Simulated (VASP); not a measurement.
Output of a VASP run:

File OSZICAR:
```
       N       E                     dE             d eps       ncg     rms          rms(c)
DAV:   1     0.964917403262E+03    0.96492E+03   -0.49409E+04  2272   0.141E+03
DAV:   2    -0.443578950172E+02   -0.10093E+04   -0.98371E+03  2396   0.486E+02
DAV:   3    -0.886691336002E+02   -0.44311E+02   -0.42929E+02  2843   0.892E+01
DAV:   4    -0.895852376905E+02   -0.91610E+00   -0.90446E+00  2649   0.108E+01
DAV:   5    -0.896026957752E+02   -0.17458E-01   -0.17404E-01  2611   0.146E+00    0.479E+01
DAV:   6    -0.854974801639E+02    0.41052E+01   -0.14660E+01  2430   0.177E+01    0.135E+01
DAV:   7    -0.851437740510E+02    0.35371E+00   -0.98798E-01  2737   0.432E+00    0.369E+00
DAV:   8    -0.850832278987E+02    0.60546E-01   -0.13188E-01  2476   0.122E+00    0.595E-01
DAV:   9    -0.850819975366E+02    0.12304E-02   -0.69141E-03  2672   0.320E-01    0.300E-01
DAV:  10    -0.850818007420E+02    0.19679E-03   -0.75029E-04  2704   0.160E-01    0.131E-01
DAV:  11    -0.850818123252E+02   -0.11583E-04   -0.38084E-05  2616   0.315E-02    0.255E-02
DAV:  12    -0.850818089607E+02    0.33645E-05   -0.11034E-05  2496   0.185E-02    0.316E-03
DAV:  13    -0.850818086916E+02    0.26903E-06   -0.28861E-07  1560   0.214E-03
   1 F= -.85081809E+02 E0= -.85081868E+02  d E =-.850818E+02
       N       E                     dE             d eps       ncg     rms          rms(c)
DAV:   1    -0.851151281764E+02   -0.33319E-01   -0.94538E-01  2270   0.656E+00    0.227E+00
DAV:   2    -0.850820557098E+02    0.33072E-01   -0.11226E-01  2291   0.185E+00    0.322E-01
DAV:   3    -0.850805708605E+02    0.14848E-02   -0.98212E-03  2563   0.516E-01    0.287E-01
DAV:   4    -0.850805502017E+02    0.20659E-04   -0.21196E-03  2581   0.128E-01    0.520E-02
DAV:   5    -0.850804903067E+02    0.59895E-04   -0.30067E-04  2455   0.822E-02    0.496E-02
DAV:   6    -0.850804878504E+02    0.24563E-05   -0.16667E-05  2314   0.151E-02    0.558E-03
DAV:   7    -0.850804858996E+02    0.19508E-05   -0.70080E-06  2006   0.845E-03    0.117E-03
DAV:   8    -0.850804859600E+02   -0.60363E-07   -0.26030E-07  1450   0.258E-03
   2 F= -.85080486E+02 E0= -.85080449E+02  d E =0.132273E-02
       N       E                     dE             d eps       ncg     rms          rms(c)
DAV:   1    -0.850999927343E+02   -0.19507E-01   -0.49048E-01  2221   0.472E+00    0.168E+00
DAV:   2    -0.850827973814E+02    0.17195E-01   -0.57594E-02  2235   0.133E+00    0.230E-01
DAV:   3    -0.850820234111E+02    0.77397E-03   -0.51277E-03  2549   0.373E-01    0.218E-01
DAV:   4    -0.850820615649E+02   -0.38154E-04   -0.11667E-03  2560   0.949E-02    0.375E-02
DAV:   5    -0.850820343860E+02    0.27179E-04   -0.14712E-04  2469   0.575E-02    0.324E-02
DAV:   6    -0.850820409881E+02   -0.66021E-05   -0.14249E-05  2182   0.126E-02    0.515E-03
DAV:   7    -0.850820418127E+02   -0.82462E-06   -0.37737E-06  1975   0.664E-03
   3 F= -.85082042E+02 E0= -.85082074E+02  d E =-.233121E-03
```

File OUTCAR:
```
------------------------ aborting loop because EDIFF is reached ----------------------------------------
  FORCE on cell =-STRESS in cart. coord.  units (eV):
  Direction    XX          YY          ZZ          XY          YZ          ZX
  --------------------------------------------------------------------------------------
  Total        0.0013713      0.0013713      0.0013713      0.0000000      0.0000000      0.0000000
  in kB        0.0191413      0.0191413      0.0191413      0.0000000      0.0000000      0.0000000
  external PRESSURE =       0.0191413 kB  Pullay stress =       0.0000000 kB
  volume of cell :      114.78
      direct lattice vectors                 reciprocal lattice vectors
     4.859909257 -0.000000000 -0.000000000     0.205765159 -0.000000000 -0.000000000
     0.000000000  4.859909257  0.000000000     0.000000000  0.205765159 -0.000000000
     0.000000000  0.000000000  4.859909257     0.000000000 -0.000000000  0.205765159
 POSITION                                       TOTAL-FORCE (eV/Angst)
 -----------------------------------------------------------------------------------
      2.42995      2.42995      2.42995         0.000000     -0.000000      0.000000
      0.00000     -0.00000     -0.00000         0.000000     -0.000000      0.000000
      1.21498     -0.00000      2.42995        -0.000000      0.000000      0.000000
      2.42995      1.21498      0.00000         0.000000     -0.000000     -0.000000
      2.42995      3.64493      0.00000        -0.000000     -0.000000      0.000000
      3.64493     -0.00000      2.42995         0.000000      0.000000      0.000000
      0.00000      2.42995      3.64493        -0.000000      0.000000      0.000000
      0.00000      2.42995      1.21498         0.000000     -0.000000     -0.000000
 -----------------------------------------------------------------------------------
    total drift:                                0.000000     -0.000000     -0.000000
  FREE ENERGIE OF THE ION-ELECTRON SYSTEM (eV)
  ---------------------------------------------------
  free  energy   TOTEN  =       -85.0820418127 eV

  energy  without entropy=      -85.0821380150  energy(sigma->0) =      -85.08207388

 reached required accuracy - stopping structural energy minimisation
```
(Selected blocks of OUTCAR.)

**POSCAR**
```
Mo3Si
1
    4.8574125350    -0.0000000000    -0.0000000000
    0.0000000000     4.8574125350    -0.0000000000
    0.0000000000     0.0000000000     4.8574125350
Si Mo
2 6
Direct
  0.5000000000   0.5000000000   0.5000000000
  0.0000000000   0.0000000000   0.0000000000
  0.2500000000   0.0000000000   0.5000000000
  0.5000000000   0.2500000000   0.0000000000
  0.5000000000   0.7500000000   0.0000000000
  0.7500000000   0.0000000000   0.5000000000
  0.0000000000   0.5000000000   0.7500000000
  0.0000000000   0.5000000000   0.2500000000
```

**Question.** Reconstruct the remaining input files.

**Answer.** One answer among several that fit: the input of the run itself, PBEsol GGA, plane waves, VASP's PBE PAW potentials (set 64).

KPOINTS:
```
kpoints
0
Gamma
6 6 6
```

**INCAR**
```
! general
SYSTEM   =  Mo3Si
PREC     =  Accurate
ENCUT    =  400   ! plane-wave cut-off (eV)
LREAL    =  .FALSE.   ! projection in real space or not
LASPH    =  .TRUE.

! electronic loop
EDIFF    =  1E-6   ! SCF stop (eV)
NELM     =  100
ALGO     =  Normal   ! blocked Davidson
LMAXMIX  =  4   ! l cut-off of mixed one-centre charges

! smearing
ISMEAR   =  1   ! Methfessel-Paxton
SIGMA    =  0.1

! functional
GGA      =  PS

! ions
IBRION   =  2   ! conjugate gradients
NSW      =  60   ! most ionic steps
ISIF     =  3   ! ions, shape and volume
EDIFFG   =  -0.02

! output
LWAVE    =  .FALSE.
LCHARG   =  .FALSE.
```

POTCAR, in this order: Si Mo_sv (PBE.64 set). Program: vasp_std.

The compound is Mo3Si in the A15 structure. This run relaxes it. Symmetry was kept, so distortions that lower it aren't found. The start is the result of an earlier pass.
